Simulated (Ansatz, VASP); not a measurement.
# WS2 (Tungstenite): VASP beside Ansatz, part 2 of 2

One calculation is typed for both programs; each brings its own data sets. How far apart do they land? The cell is taken from a series of runs on this material, whose earlier steps may have relaxed, scaled, displaced or heated it; both programs get it as it stands.

VASP 6.6.1 and Ansatz 0.2.0.

So far: Set-up; Ansatz: relaxation of cell and atoms, PBEsol; VASP: relaxation of cell and atoms, PBEsol; Side by side.

### Step 5. Ansatz: zone-centre phonons, PBEsol

Level of this step: Ansatz beside VASP: Kohn-Sham DFT, plane waves, PBEsol (Ansatz).

Second derivatives magnify differences that forces hide, and they need a tight electronic threshold.

The cell is taken from a series of runs on this material, whose earlier steps may have relaxed, scaled, displaced or heated it; both programs get it as it stands.

File input.yaml:

```yaml
crystal:
  lattice:
    - [1.5736687006, 0.908558048, 6.3756598911]
    - [-1.5736687006, 0.908558048, 6.3756598911]
    - [0.0, -1.8171160959, 6.3756598911]
  atoms:
    - { symbol: W, position: [0.0006714831, 0.0006714831, 0.0006714831] }
    - { symbol: S, position: [0.2520983017, 0.2520983017, 0.2520983017] }
    - { symbol: S, position: [0.4159302151, 0.4159302151, 0.4159302151] }
kpoints:
  mp_grid: { grid: [9, 9, 9] }
hamiltonian:
  xc: pbesol
scf:
  occupations: { method: fixed }
output:
  eigenvalues: true
phonons:
  method: dfpt
  dielectric: true
  rigid_motions: translations
```

On the command line:

```
ansatz run input.yaml --threads 8 --pin off --max-ram 14336MiB --backend cpu --events-out ev --progress --plain --runs-dir out
```

Numbers of over 12 decimals in the logs are rounded to 6 here.

The log of the run:

```text
[...]
Crystal: 3 atoms, lattice volume = 54.694 Å³
Basis set: ecut = 420 eV, 1059 PW (Γ), exchange–correlation on 90×90×90 points (8 copies of the dense FFT grid, shifted against one another)
Bands: 17, of which v1, the nominal top of the filled ones, is band 13 counted from 1 (12 counted from 0)
Symmetry: 6 space group operations
k-points: 205 of 729 (irreducible under 2 space group operations, time reversal used)
[...]
optical modes at Γ + LO–TO along q̂ = [1.0000, 0.0000, 0.0000]:
      ω (cm⁻¹)  modes    IR ((D/Å)²/amu)
[...]
optical modes at Γ + LO–TO along q̂ = [0.0000, 1.0000, 0.0000]:
      ω (cm⁻¹)  modes    IR ((D/Å)²/amu)
[...]
optical modes at Γ + LO–TO along q̂ = [0.0000, 0.0000, 1.0000]:
      ω (cm⁻¹)  modes    IR ((D/Å)²/amu)
        295.79      2             0.0000
        354.25      2             0.3964
        416.22      1             0.0003
        435.74      1             0.0882
[key lines of the parts left out:]
SCF converged after 10 iterations
Free energy (F): -12029.076290 eV
Fermi energy:    11.025788 eV
```

### Step 6. VASP: zone-centre phonons, PBEsol

The same cell, functional and mesh now go to VASP, with its own data sets.

File INCAR:

```
SYSTEM = WS2
PREC = Accurate
ENCUT = 600
EDIFF = 1E-08
NELM = 120
ISMEAR = 0
SIGMA = 0.01
LREAL = .FALSE.
ALGO = Normal
GGA = PS
NBANDS = 15
LASPH = .TRUE.
LORBIT = 11
LWAVE = .FALSE.
LCHARG = .FALSE.
ISIF = 2
IBRION = 8
LEPSILON = .TRUE.
GGA_COMPAT = .FALSE.
EFERMI = MIDGAP
KPAR = 2
```

File POSCAR:

```
WS2
1.0
    1.5736687006      0.9085580480      6.3756598911
   -1.5736687006      0.9085580480      6.3756598911
    0.0000000000     -1.8171160959      6.3756598911
W S
1 2
Direct
    0.0006714831      0.0006714831      0.0006714831
    0.2520983017      0.2520983017      0.2520983017
    0.4159302151      0.4159302151      0.4159302151
```

File KPOINTS:

```
Automatic mesh
0
Gamma
9 9 9
0 0 0
```

Potentials, in the order of the species: W and S (PBE family, release 64).

On the command line:

```
mpirun -np 2 vasp_std
```

The log of the run:

```text
[banner, memory and clock lines left out]
running    2 mpi-ranks, on    1 nodes
[...]
[... a notice as in an earlier step ...]

 LDA part: xc-table for (Slater+PW92), standard interpolation
 POSCAR, INCAR and KPOINTS ok, starting setup
[...]
entering main loop
       N       E                     dE             d eps       ncg     rms          rms(c)
DAV:   1     0.894137764945E+02    0.89414E+02   -0.87003E+03  2550   0.118E+03
DAV:   2    -0.200312913096E+02   -0.10945E+03   -0.10239E+03  3291   0.245E+02
DAV:   3    -0.265730612307E+02   -0.65418E+01   -0.64647E+01  3488   0.573E+01
DAV:   4    -0.266629731637E+02   -0.89912E-01   -0.89870E-01  3243   0.765E+00
[...]
DAV:  16    -0.253325472501E+02   -0.16302E-07   -0.19800E-08  3325   0.113E-03    0.134E-03
DAV:  17    -0.253325472672E+02   -0.17121E-07   -0.50018E-09  2521   0.470E-04    0.233E-04
DAV:  18    -0.253325472624E+02    0.47787E-08   -0.84370E-10  2045   0.244E-04
   1 F= -.25332547E+02 E0= -.25332547E+02  d E =0.000000E+00
[...]
RMM:  13    -0.930472674448E-01    0.75801E-08    0.98602E-08 13193   0.275E-06    0.873E-07
 first order change of Fermi-energy   0.48931E-04
 force on displaced ion       3 direction 1 : -10.791  -0.002   0.000
 Born effective charge ion    3 direction 1 :   0.324   0.003   0.000
 Linear response progress:
  Degree of freedom:   6/  6
       N       E                     dE             d eps       ncg     rms          rms(c)
RMM:   1    -0.138586109544E+00   -0.13859E+00    0.19192E-02  5914   0.217E+00
RMM:   2    -0.134957358197E+00    0.36288E-02   -0.26966E-03  4052   0.408E-01    0.355E-01
RMM:   3    -0.134847423189E+00    0.10994E-03   -0.34099E-04  4288   0.115E-01    0.264E-01
RMM:   4    -0.134910011810E+00   -0.62589E-04   -0.12042E-04  4304   0.533E-02    0.102E-01
[...]
RMM:  12    -0.134970954345E+00   -0.26390E-07    0.80603E-09  4087   0.286E-05    0.527E-06
RMM:  13    -0.134970971043E+00   -0.16698E-07    0.90611E-09  4720   0.794E-06    0.151E-06
RMM:  14    -0.134970975971E+00   -0.49286E-08    0.52133E-09  3716   0.455E-06    0.397E-07
 first order change of Fermi-energy  -0.15732E+01
 force on displaced ion       3 direction 3 :   0.000  -0.000 -18.752
 Born effective charge ion    3 direction 3 :   0.000   0.000   0.181
 Born effective charges drift removed
 Linear response finished
```

Parts of OUTCAR (step 6):

```text
  Total       -0.1349692     -0.1349692     -0.0665196      0.0000000     -0.0000000      0.0000000
  in kB       -3.9536928     -3.9536928     -1.9485782      0.0000000     -0.0000000      0.0000000
  external PRESSURE =      -3.2853213 kB  Pullay stress =       0.0000000 kB

 POSITION                                       TOTAL-FORCE (eV/Angst)
 -----------------------------------------------------------------------------------
      0.00000      0.00000      0.01284         0.000000      0.000000      0.000124
      0.00000      0.00000      4.82188         0.000000      0.000000      0.020145
      0.00000      0.00000      7.95549         0.000000     -0.000000     -0.020269
 -----------------------------------------------------------------------------------
    total drift:                               -0.000000     -0.000000     -0.000057

 MACROSCOPIC STATIC DIELECTRIC TENSOR (including local field effects in DFT)
 ------------------------------------------------------
          13.409114     0.000000     0.000000
           0.000000    13.409114     0.000000
           0.000000     0.000000     5.462031
 ------------------------------------------------------

 MACROSCOPIC STATIC DIELECTRIC TENSOR IONIC CONTRIBUTION
 ------------------------------------------------------
           0.064902     0.000000    -0.000000
           0.000000     0.064902     0.000000
          -0.000000     0.000000     0.016620
 ------------------------------------------------------

[... 1 part as in an earlier step ...]

[... 1 further part left out ...]
```

Energies printed during the response cycles are not total energies of the cell. The dielectric response converges more slowly with the mesh than energies do, so tensor and charges may still move on a finer one.

### Step 7. Side by side

What differs besides the data sets and the points named for the pairs above, as far as they apply: VASP's response is taken on the typed mesh, Ansatz refines its own for the field response alone; the data sets hold 26 valence electrons in Ansatz (on its default PAW (the set named soft_2) files) and 18 in VASP. Total energies have different zeros and are not compared.

Compared:

```csv
quantity,Ansatz,VASP,difference
ε∞ xx,13.38,13.41,-0.22 %
ε∞ yy,13.38,13.41,-0.22 %
ε∞ zz,5.48,5.46,+0.30 %
Born charge of W1 (mean of the diagonal) (e),-0.57,-0.58,+0.01
Born charge of S2 (mean of the diagonal) (e),0.29,0.30,0.00
optical mode 1 to 2 (cm⁻¹),295.8,297.9,-0.72 %
optical mode 3 to 4 (cm⁻¹),354.2,356.5,-0.62 %
optical mode 5 (cm⁻¹),416.2,420.6,-1.05 %
optical mode 6 (cm⁻¹),435.0,437.4,-0.55 %
```

Modes are paired by rising frequency, not by their patterns, so a pair may set unlike modes beside each other; they are those without the splitting of longitudinal modes.

### Step 8. Summary of results

```yaml
difference_in_volume_relaxation_of_cell_and_atoms_pbesol: 0.30 %
r_m_s_difference_of_the_optical_zone_centre_modes_each_program_s_sorted_by_frequency_zone_centre_phonons_pbesol: 2.7 cm⁻¹
difference_in_optical_mode_5_zone_centre_phonons_pbesol: -1.0 %
```

**Reading.** The difference in volume is 0.30 % (relaxation of cell and atoms, PBEsol), within the 1.2 % picked in this series as the mark of a large difference, as far as the stopping tolerances let one tell. The data sets hold unlike numbers of valence electrons (26 in Ansatz and 18 in VASP), so part of the differences comes from the potentials. Among the rows given in per cent, the largest difference of the zone-centre phonons, PBEsol pair is in optical mode 5, -1.0 %. 1 further run of this series is not shown here. Such differences can come from data sets, numerical settings and the points named under the comparisons, not from the functional's error against experiment.

[Lines on the potential files, build, host, timing and source positions are cut from VASP's logs without a mark.]

[Logs are printed without paths, hosts, clocks, repeated set-up lines and the standing remarks that a program may print on its own settings, such as how far it seeks lower states.]

[Hosts, paths, dates, database ids (printed as entryN), source tags and the programs' standing remarks are cut or masked in the printed files.]
